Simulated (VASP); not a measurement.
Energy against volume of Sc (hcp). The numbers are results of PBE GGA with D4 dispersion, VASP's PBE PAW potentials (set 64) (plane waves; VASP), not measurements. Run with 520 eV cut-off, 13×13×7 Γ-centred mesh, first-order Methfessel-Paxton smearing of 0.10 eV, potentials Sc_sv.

Shape and ions are relaxed at each volume.

| V (Å³/atom) | E (eV/atom) |
|---|---|
| 23.177 | -6.51445 |
| 23.894 | -6.51864 |
| 24.610 | -6.51513 |
| 25.327 | -6.50494 |

### Question
Fit these four points and predict the energy of the run at 22.460 Å³/atom.

### Answer
A cubic in V^(−2/3), the third-order Birch-Murnaghan form, passes through the four points with V0 = 23.91 Å³/atom and B0 = 57 GPa, and gives -6.5014 eV/atom there. The run gave -6.5014 eV/atom, -0.1 meV/atom from the fit; all five points give B0 = 57 GPa.

The compound is Sc in the hcp structure. It was relaxed first.
